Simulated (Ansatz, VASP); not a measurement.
# Cross-check of NiPS3 between VASP and Ansatz, part 2 of 2

Aim: how closely do two programs agree when they are given the same cell, functional and k mesh? The cell is taken from a series of VASP runs on this material, whose earlier steps may have relaxed, scaled or displaced it; both programs get it as it stands.

VASP 6.6.1 and Ansatz 0.2.0.

So far: Starting point; VASP: single point, PBEsol, DFT+U.

In doubt: warnings of the run leave room for a lower electronic state, so energies may not be the lowest and differences between runs may mislead.

## (3) Ansatz: single point, PBEsol, DFT+U

Level of this step: Ansatz beside VASP: Kohn-Sham DFT, plane waves, PBEsol, DFT+U (Ansatz).

Ansatz runs on its default PAW (the set named soft_2) files.

The same cell, functional, mesh and smearing now go to Ansatz, which takes its cutoff from its data sets.

The input, input.yaml:

```yaml
crystal:
  lattice:
    - [2.909775, -5.042021, 0.0]
    - [5.81955, 10.084042, 0.0]
    - [-1.926332, 0.0, 6.62143]
  atoms:
    - { symbol: Ni, position: [0.333132, 0.333434, 0.0], spin: 2.0 }
    - { symbol: Ni, position: [0.333132, 0.833434, 0.0], spin: -2.0 }
    - { symbol: Ni, position: [0.666868, 0.166566, 0.0], spin: -2.0 }
    - { symbol: Ni, position: [0.666868, 0.666566, 0.0], spin: 2.0 }
    - { symbol: P, position: [0.055214, 0.027607, 0.164881] }
    - { symbol: P, position: [0.055214, 0.527607, 0.164881] }
    - { symbol: P, position: [0.944786, 0.472393, 0.835119] }
    - { symbol: P, position: [0.944786, 0.972393, 0.835119] }
    - { symbol: S, position: [0.076291, 0.211024, 0.229231] }
    - { symbol: S, position: [0.076291, 0.711024, 0.229231] }
    - { symbol: S, position: [0.577952, 0.4618545, 0.770769] }
    - { symbol: S, position: [0.577952, 0.9618545, 0.770769] }
    - { symbol: S, position: [0.269521, 0.1347605, 0.770654] }
    - { symbol: S, position: [0.269521, 0.6347605, 0.770654] }
    - { symbol: S, position: [0.730479, 0.3652395, 0.229346] }
    - { symbol: S, position: [0.730479, 0.8652395, 0.229346] }
    - { symbol: S, position: [0.422048, 0.0381455, 0.229231] }
    - { symbol: S, position: [0.422048, 0.5381455, 0.229231] }
    - { symbol: S, position: [0.923709, 0.288976, 0.770769] }
    - { symbol: S, position: [0.923709, 0.788976, 0.770769] }
hamiltonian:
  xc: pbesol
  pseudopotentials: { kind: paw }
  hubbard: { sites: [{ species: Ni, l: d, u_eff: 6.0 }] }
magnetization:
  spin_polarized: true
kpoints:
  mp_grid: { grid: [6, 3, 4] }
scf:
  occupations: { method: fermi_dirac, width: 0.02 }
  n_extra_bands: 15
output:
  forces: true
  stress: true
  eigenvalues: true
```

The run is started by

```sh
$ ansatz run input.yaml --threads 4 --pin off --max-ram 18432MiB --backend cpu --events-out ev --progress --plain --runs-dir out
```

Numbers of over 12 decimals in the logs are rounded to 6 here.

The program printed:

```text
Ni: projections on atomic orbitals take those of the free atom [Ne] 3s2 3p6 3d8 4s2, of charge +0.00 (hamiltonian.pseudopotentials.projection_atoms); the dataset's partial waves leave at most 1.6e-6 of an orbital's norm unspanned inside its sphere
P: projections on atomic orbitals take those of the free atom [Ne] 3s2 3p3, of charge +0.00 (hamiltonian.pseudopotentials.projection_atoms); the dataset's partial waves leave at most 1.0e-7 of an orbital's norm unspanned inside its sphere
S: projections on atomic orbitals take those of the free atom [Ne] 3s2 3p4, of charge +0.00 (hamiltonian.pseudopotentials.projection_atoms); the dataset's partial waves leave at most 1.6e-7 of an orbital's norm unspanned inside its sphere
scf.n_extra_bands = 15 over 82 filled bands (N_el = 164.0): the run solves 97 bands
Engine: ansatz 0.2.0, aarch64-unknown-linux-gnu
Pseudopotentials: kind: paw
Pseudopotential: Ni, paw, valence charge 18, recommended cutoff 420 eV (normal), Ni.paw.azcp
Pseudopotential: P, paw, valence charge 5, recommended cutoff 420 eV (normal), P.paw.azcp
Pseudopotential: S, paw, valence charge 6, recommended cutoff 420 eV (normal), S.paw.azcp
Functional definition: PBEsol
  exchange = pbesol_x
  correlation = pbesol_c
Crystal: 20 atoms, lattice volume = 388.576 Å³
Basis set: ecut = 420 eV, 7579 PW (Γ), exchange–correlation on 80×160×96 points (8 copies of the dense FFT grid, shifted against one another)
Bands: 97, of which v1, the nominal top of the filled ones, is band 82 counted from 1 (81 counted from 0)
Symmetry: 2 space group operations
Space group: P-1 (ITA 2), of the structure as read, at distance tolerance 7.3e-5 Å
Magnetic group: BNS 2.7 (UNI 7), of the structure as read, at distance tolerance 7.3e-5 Å
k-points: 38 of 72
Non-local potential: Ni, projectors of the file, l = 0: 3, l = 1: 2, l = 2: 3, l = 3: 1
Non-local potential: P, projectors of the file, l = 0: 2, l = 1: 2, l = 2: 2
Non-local potential: S, projectors of the file, l = 0: 2, l = 1: 2, l = 2: 2
PAW form: soft (Blöchl's): semilocal exchange-correlation on the pseudo side does not see the compensation charge
PAW frozen core: Ni, regenerated for the run's functional, and the local potential with it (the file was generated under x = pbe(κ = 0.804, μ = 0.219515), c = pbe(β = 0.066725))
PAW frozen core: P, regenerated for the run's functional, and the local potential with it (the file was generated under x = pbe(κ = 0.804, μ = 0.219515), c = pbe(β = 0.066725))
PAW frozen core: S, regenerated for the run's functional, and the local potential with it (the file was generated under x = pbe(κ = 0.804, μ = 0.219515), c = pbe(β = 0.066725))
PAW one-centre angular grid: Ni, 590 points (default); XC on 64 Gauss nodes
PAW one-centre angular grid: P, 110 points (default); XC on 64 Gauss nodes
PAW one-centre angular grid: S, 110 points (default); XC on 64 Gauss nodes
Initial density: superposition of atomic densities (chi_scale 0.1, normalization cell, long waves kept (reshape's long-wave potential 0.11 eV rms))
Starting moments: Σ|m| = 8 μB on 4 of 20 sites
Starting magnetic order: antiferromagnet; a translation exchanges its spin sublattices: spin-degenerate at every k-point
Initial wavefunctions: pseudopotential atomic-orbital guess
Functional: x = pbesol(κ = 0.804, μ = 0.123457), c = pbesol(β = 0.046)
SCF iter   1: F=—  HF=-36807.320625 eV  |F-HF|=—  |Δ(HF+E_count)|=         —  Δρ=1.18e-1 (↑1.18e-1 ↓1.18e-1)  dr2=1.37e2  dr2_m=2.20e1  M=0.000 μB ∫|m|=2.071 μB  β_m=0.30  ethr=3.10e-3  ⟨swp⟩=8.1  Hψ=16850  notcnv=0  defer=7
preconditioner: auto → Kerker (q_TF=auto, 2.363 Å⁻¹)  [metal: Δε(μ)=0.007 eV  Ē_g=9.175 eV  σ=0.020 eV  W_gap=0.09  n_scr=90 (ndim 8)  ℏωp=21.6 eV  f_vac=0.053  D(μ)=19.74/eV (n_scr^D=178)]
spin=Collinear: Kerker preconditioning applied to the charge; magnetization (m = ρ↑ − ρ↓) channel mixes plain (no charge-response kernel on spin).
SCF iter   2: F=—  HF=-36795.847413 eV  |F-HF|=—  |Δ(HF+E_count)|=    1.15e1  Δρ=3.35e-2 (↑3.35e-2 ↓3.35e-2)  dr2=1.08e1  dr2_m=8.13e-1  M=0.000 μB ∫|m|=6.735 μB  β_m=0.30  ethr=3.10e-3  ⟨swp⟩=4.0  Hψ=9834  notcnv=0  defer=236
preconditioner: auto → Resta (q_TF=auto, 2.363 Å⁻¹)  ε∞=7.7  [insulator: Δε(μ)=0.055 eV  Ē_g=8.385 eV  σ=0.020 eV  W_gap=0.59  n_scr=90 (ndim 8)  ℏωp=21.6 eV  f_vac=0.043  D(μ)=2.57/eV (n_scr^D=8)  ε∞_Penn≈7.7]
spin=Collinear: Resta preconditioning applied to the charge; magnetization (m = ρ↑ − ρ↓) channel mixes plain (no charge-response kernel on spin).
SCF iter   3: F=—  HF=-36794.962479 eV  |F-HF|=—  |Δ(HF+E_count)|=   8.85e-1  Δρ=2.05e-2 (↑2.05e-2 ↓2.05e-2)  dr2=7.34e0  dr2_m=6.36e-1  M=0.000 μB ∫|m|=6.571 μB  β_m=0.30  ethr=3.10e-3  ⟨swp⟩=2.2  Hψ=7553  notcnv=0  defer=243
SCF iter   4: F=—  HF=-36794.363582 eV  |F-HF|=—  |Δ(HF+E_count)|=   5.99e-1  Δρ=1.49e-2 (↑1.49e-2 ↓1.49e-2)  dr2=1.36e0  dr2_m=4.63e-1  M=0.000 μB ∫|m|=7.185 μB  β_m=1.00  ethr=3.10e-3  ⟨swp⟩=3.0  Hψ=6567  notcnv=0  defer=261
SCF iter   5: F=—  HF=-36795.275268 eV  |F-HF|=—  |Δ(HF+E_count)|=   9.12e-1  Δρ=7.10e-3 (↑7.10e-3 ↓7.10e-3)  dr2=5.53e-1  dr2_m=1.93e-2  M=0.000 μB ∫|m|=7.394 μB  β_m=1.00  ethr=8.29e-4  ⟨swp⟩=2.9  Hψ=5145  notcnv=0  defer=261
[...]
SCF iter   9: F=—  HF=-36796.900309 eV  |F-HF|=—  |Δ(HF+E_count)|=   3.96e-1  Δρ=3.80e-3 (↑3.80e-3 ↓3.80e-3)  dr2=1.21e-1  dr2_m=2.85e-2  M=0.000 μB ∫|m|=7.585 μB  β_m=0.63  ethr=2.08e-5  ⟨swp⟩=3.7  Hψ=8134  notcnv=0  defer=382
SCF iter  10: F=—  HF=-36796.945608 eV  |F-HF|=—  |Δ(HF+E_count)|=   4.53e-2  Δρ=2.64e-4 (↑2.64e-4 ↓2.64e-4)  dr2=8.44e-4  dr2_m=7.77e-5  M=0.000 μB ∫|m|=7.584 μB  β_m=0.81  ethr=2.08e-5  ⟨swp⟩=2.8  Hψ=6846  notcnv=0  defer=386
SCF iter  11: F=—  HF=-36796.945977 eV  |F-HF|=—  |Δ(HF+E_count)|=   3.69e-4  Δρ=3.44e-4 (↑3.44e-4 ↓3.44e-4)  dr2=8.90e-4  dr2_m=1.18e-4  M=0.000 μB ∫|m|=7.573 μB  β_m=0.91  ethr=5.14e-7  ⟨swp⟩=3.0  Hψ=7501  notcnv=0  defer=372
SCF iter  12: F=—  HF=-36796.946001 eV  |F-HF|=—  |Δ(HF+E_count)|=   2.44e-5  Δρ=1.05e-4 (↑1.05e-4 ↓1.05e-4)  dr2=8.70e-5  dr2_m=9.74e-6  M=0.000 μB ∫|m|=7.574 μB  β_m=0.95  ethr=5.14e-7  ⟨swp⟩=2.0  Hψ=4349  notcnv=0  defer=372
SCF iter  13: F=—  HF=-36796.946025 eV  |F-HF|=—  |Δ(HF+E_count)|=   2.40e-5  Δρ=3.59e-5 (↑3.59e-5 ↓3.59e-5)  dr2=8.03e-6  dr2_m=1.74e-6  M=0.000 μB ∫|m|=7.575 μB  β_m=0.98  ethr=5.31e-8  ⟨swp⟩=2.0  Hψ=6380  notcnv=0  defer=372
SCF iter  14: F=—  HF=-36796.946035 eV  |F-HF|=—  |Δ(HF+E_count)|=   9.55e-6  Δρ=1.22e-5 (↑1.22e-5 ↓1.22e-5)  dr2=5.27e-7  dr2_m=2.37e-7  M=0.000 μB ∫|m|=7.574 μB  β_m=0.99  ethr=4.90e-9  ⟨swp⟩=2.6  Hψ=6733  notcnv=0  defer=372
SCF iter  15: F=—  HF=-36796.946037 eV  |F-HF|=—  |Δ(HF+E_count)|=   1.48e-6  Δρ=5.68e-6 (↑5.68e-6 ↓5.68e-6)  dr2=3.16e-7  dr2_m=1.25e-8  M=0.000 μB ∫|m|=7.574 μB  β_m=0.97  ethr=3.22e-10  ⟨swp⟩=2.9  Hψ=7467  notcnv=0  defer=372
SCF iter  16: F=-36796.946037 eV  HF=-36796.946037 eV  |F-HF|=1.44e-8  |Δ(HF+E_count)|=   3.79e-8  Δρ=1.38e-6 (↑1.38e-6 ↓1.38e-6)  dr2=2.68e-8  dr2_m=1.43e-9  M=0.000 μB ∫|m|=7.574 μB  ethr=6.10e-11  ⟨swp⟩=13.2  Hψ=22295  notcnv=0
SCF 1 converged in 16 iterations: F = -36796.946037 eV  dr2 = 2.68e-8
  greatest PAW one-centre occupation: 1.002 electrons in one spin orbital (limit 2), on the Ni atom at site 3 (counted from 0), in its partial waves of l = 1
WARN: an SCF from antiferromagnetic starting moments (-2.00, 2.00, -2.00, 2.00, 0.00, 0.00, 0.00, 0.00, 0.00, 0.00, 0.00, 0.00, 0.00, 0.00, 0.00, 0.00, 0.00, 0.00, 0.00, 0.00 Bohr magnetons, atom by atom) was not made, by what the run has read of turns of its moments that order reads lower: the deck asks for what bars it, or types moments that do (magnetization.spin_polarized, in the input reference, names some of th [...]
SCF converged after 16 iterations
Magnetization: 0.0000 μB (82.0000 up, 82.0000 down)
Absolute magnetization: 7.5697 μB (∫|ρ↑−ρ↓|, with the PAW one-centre terms)
Spin contamination: 4.0106 ħ² per cell (⟨S²⟩ above its minimum at these occupations)
Per-site moments (μB) at R_I (Å): [(1.487450, 1.003862), (-1.487450, 1.003862), (-1.487450, 1.003862), (1.487450, 1.003862), (-0.00272628, 0.848414), (0.00272628, 0.848414), (0.00272628, 0.848414), (-0.00272628, 0.848414), (0.00150675, 0.848414), (-0.00150675, 0.848414), (0.080896, 0.848414), (-0.080896, 0.848414), (0.00138397, 0.849226), (-0.00138397, 0.849226), (-0.00138397, 0.849226), (0.00138397, 0.849226), (-0.080896, 0.848414), (0.080896, 0.848414), (-0.00150675, 0.848414), (0.00150675, 0.848414)]
Free energy (F): -36796.946037 eV
Harris-Foulkes:  -36796.946037 eV  (|F-HF|=1.44e-8)
Internal energy: -36796.946037 eV  (E = F + TS)
E sigma→0 (E₀):  -36796.946037 eV
Fermi energy:    6.930335 eV
--- Per-component energies (eV) ---
  E_band       = -2100.503647
  E_kinetic    = 2680.920759
  E_local      = -27397.386688  (includes V_loc(G=0)·N_el)
  E_nonlocal   = 3043.885320
  E_hartree    = 11787.430870
  E_xc         = -1729.720123
  E_vxc        = -1720.731453  (∫ρ·V_xc dr)
  E_hubbard    = 5.582988  (on-site DFT+U / exact-exchange correction)
  E_vhub       = -90.527776  (the Hubbard potential's part of the band-sum identity)
  E_paw        = -15612.585974  (= ΣΔE_a)
  E_vpaw       = -2191.544909  (= ΣTr[D̂ρ^β])
  E_aug_tail   = 0.002049  (compensation charges beyond the density's cutoff)
  E_ewald      = -9576.792170
  E_core_change = 1.716931  (= ΣΔE_core)
  E_smearing   = -0.000000  (= −TS)
  E_closure    = 0.000000  (closes the sum)
  Σ components = -36796.946037   (vs F -36796.946037, Δ=0.00e0)
--- Forces (eV/Å), atoms counted from 1 ---
  atom   1  Ni    -0.00881951    -0.00325215    -0.00026641
  atom   2  Ni    -0.00881951    -0.00325215    -0.00026641
  atom   3  Ni     0.00881951     0.00325215     0.00026641
  atom   4  Ni     0.00881951     0.00325215     0.00026641
  atom   5  P      0.00743699     0.00278500    -0.32360410
  atom   6  P      0.00743699     0.00278500    -0.32360410
  atom   7  P     -0.00743699    -0.00278500     0.32360410
  atom   8  P     -0.00743699    -0.00278500     0.32360410
  atom   9  S     -0.13118880    -0.22393671     0.20435825
  atom  10  S     -0.13118880    -0.22393671     0.20435825
  atom  11  S      0.12850895    -0.22020782    -0.19766818
  atom  12  S      0.12850895    -0.22020782    -0.19766818
  atom  13  S     -0.25953032    -0.00039738    -0.21418033
  atom  14  S     -0.25953032    -0.00039738    -0.21418033
  atom  15  S      0.25953032     0.00039738     0.21418033
  atom  16  S      0.25953032     0.00039738     0.21418033
  atom  17  S     -0.12850895     0.22020782     0.19766818
  atom  18  S     -0.12850895     0.22020782     0.19766818
  atom  19  S      0.13118880     0.22393671    -0.20435825
  atom  20  S      0.13118880     0.22393671    -0.20435825
  max |Σ_I F_I| component: 2.78e-17 eV/Å
--- Stress (GPa, compression-positive) ---
       -0.887708      -0.012384      -0.025734
       -0.012378      -0.920309      -0.002509
       -0.025707      -0.002553       0.699930
  P = ⅓ Tr σ = -0.3694 GPa (-3.694 kbar)
--- Band table (eV; the first three rows and the last of 76) ---
  k-point 0 ↑: bands = [... 78 lower, 5.4796, 5.5262, 6.0506, 6.1954, 7.7945, 7.8334, 8.2475, 8.2808, ... 11 higher]
  k-point 1 ↑: bands = [... 78 lower, 5.4824, 5.4995, 6.1127, 6.2002, 7.7860, 7.8342, 8.2819, 8.2927, ... 11 higher]
  k-point 2 ↑: bands = [... 78 lower, 5.4620, 5.4847, 6.1865, 6.2117, 7.7649, 7.8330, 8.2910, 8.3416, ... 11 higher]
  k-point 37 ↓: bands = [... 78 lower, 5.2773, 5.6627, 6.0457, 6.0956, 7.5907, 7.8466, 8.1823, 8.3788, ... 11 higher]
Occupation matrices written to <dir>
```

The job ended after 85 s (4 threads of Arm Neoverse V1, shared host; peak memory 2.9 GiB).

The run ends at a pressure of -0.37 GPa, with forces up to 0.34 eV/Å.

## (4) Differences

Known differences besides the potentials themselves: U acts on the PAW sphere in VASP and on atomic orbitals in Ansatz, so only states and trends compare; the data sets hold 164 valence electrons in Ansatz (default PAW (the set named soft_2) files) and 132 in VASP; the cutoff is 420 eV in Ansatz and 350 eV in VASP (PREC = Normal, projectors in real space); Ansatz makes its cores anew for this functional, VASP keeps those of its PBE data sets; site moments are counted in spheres of each program's own size. Total energies have different zeros and are not compared.

Compared:

| quantity | Ansatz | VASP | difference |
| --- | --- | --- | --- |
| pressure (GPa) | -0.37 | -1.57 | +1.20 |
| gap on the k mesh (eV) | 1.279 | 1.501 | -0.222 |
| moment on Ni1 (μB) | 1.49 | 1.55 | -0.06 |
| moment on Ni2 (μB) | -1.49 | -1.55 | +0.06 |
| moment on Ni3 (μB) | -1.49 | -1.55 | +0.06 |
| moment on Ni4 (μB) | 1.49 | 1.55 | -0.06 |
| moment on S18 (μB) | 0.08 | 0.09 | -0.01 |
| moment on S17 (μB) | -0.08 | -0.09 | +0.01 |
| moment on S11 (μB) | 0.08 | 0.09 | -0.01 |
| moment on S12 (μB) | -0.08 | -0.09 | +0.01 |

Forces on 8 of the 20 atoms, those with the largest forces and the largest differences (eV/Å; atoms numbered as in POSCAR):

| atom | Ansatz x, y, z | VASP x, y, z |
| --- | --- | --- |
| S9 | -0.131, -0.224, 0.204 | -0.122, -0.209, 0.102 |
| S10 | -0.131, -0.224, 0.204 | -0.122, -0.209, 0.102 |
| S13 | -0.260, 0.000, -0.214 | -0.243, -0.002, -0.113 |
| S14 | -0.260, 0.000, -0.214 | -0.243, -0.002, -0.113 |
| S15 | 0.260, 0.000, 0.214 | 0.243, 0.002, 0.113 |
| S16 | 0.260, 0.000, 0.214 | 0.243, 0.002, 0.113 |
| S19 | 0.131, 0.224, -0.204 | 0.122, 0.209, -0.102 |
| S20 | 0.131, 0.224, -0.204 | 0.122, 0.209, -0.102 |

The forces differ by 46 meV/Å r.m.s., which is 31.9 % of the r.m.s. force of 0.14 eV/Å (both taken over all components). A gap on the mesh is an upper bound, since the band edges may lie between its points.

## (5) Summary of results

| Item | Value |
| --- | --- |
| r.m.s. force difference (single point, PBEsol, DFT+U) | 46 meV/Å |
| difference in pressure (single point, PBEsol, DFT+U) | 1.2 GPa |
| difference in gap on the k mesh (single point, PBEsol, DFT+U) | -0.22 eV |

In words: The r.m.s. force difference is 46 meV/Å (single point, PBEsol, DFT+U). How closely two codes agree says nothing of how well the functional describes the real material.

[Lines on the potential files, build, host, timing and source positions are cut from VASP's logs without a mark.]

[Logs are printed without paths, hosts, clocks, repeated set-up lines and the standing remarks that a program may print on its own settings, such as how far it seeks lower states.]

[Hosts, paths, dates, database ids (printed as entryN), source tags and the programs' standing remarks are cut or masked in the printed files.]
